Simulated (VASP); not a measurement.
InAs:

```
CELL_PARAMETERS angstrom
0.00000 3.01800 3.01800
3.01800 0.00000 3.01800
3.01800 3.01800 0.00000
ATOMIC_POSITIONS crystal
In 0.00000 0.00000 0.00000
As 0.25000 0.25000 0.25000
```

Base run:

| Item | Value |
| --- | --- |
| Program | VASP 6.6.1 |
| Functional | PBEsol |
| Potentials or basis | VASP PAW PBE potentials, release 64 (In_d, As) |
| Cutoff | 520 eV |
| k mesh | 9 × 9 × 9 |
| Occupations | fermi-dirac, width 0.05 eV |
| Spin | no spin polarisation |

Its results: band gap on the k mesh none (metal or under the smearing width); pressure 1.6 GPa.

Task: After a change of settings the same cell gave: band gap on the k mesh 0.28 eV, direct; pressure 2.3 GPa. Which change was it?
A. functional from PBEsol to r2SCAN
B. functional from PBEsol to LDA; potentials or basis from VASP PAW PBE potentials, release 64 (In_d, As) to VASP PAW LDA potentials, release 64 (In_d, As)
C. functional from PBEsol to HSE06; k mesh from 9 × 9 × 9 to 5 × 5 × 5

Result: A.

r2SCAN gives the wider gap, since meta-GGAs in the generalised Kohn-Sham scheme recover part of the derivative discontinuity.

Caveats: the PAW data sets were made with another functional, which shifts forces and pressure a little; this crystal is a semiconductor, whose small gap the functional closes, so the metal is an error of the method (some runs); spin-orbit coupling is left out, which moves the levels of the heavy elements (some runs).

Runs at the PBE level aren't shown here.
